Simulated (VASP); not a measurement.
Data:

```
CELL_PARAMETERS angstrom
      0.00000     2.55808     2.55808
      2.55808     0.00000     2.55808
      2.55808     2.55808     0.00000
ATOMIC_POSITIONS crystal
  Mg 0.00000 0.00000 0.00000
  S  0.50000 0.50000 0.50000
```

The numbers are results of HSE06 screened hybrid, VASP's PBE PAW potentials (set 64) (plane waves; VASP 6.6.1), not measurements. Settings: 520 eV cut-off, 6×6×6 Γ-centred mesh, Gaussian smearing of 0.050 eV, potentials Mg S.

Q: What does the run give for the energy per atom (σ→0), pressure, band gap (on the k-mesh) with the smallest direct gap where there is one?

A: 
```yaml
band gap (on the k-mesh): 3.89 eV
smallest direct gap (on the k-mesh): 5.26 eV
energy per atom (σ→0): -4946 meV/atom
pressure: 3.66 GPa
```

Only differences to runs with the same potentials and settings are physical.

The compound is MgS in the rock salt structure. This cell is one point of a volume scan, at 0.94 of the reference volume. The cell's shape comes from a PBE relaxation.
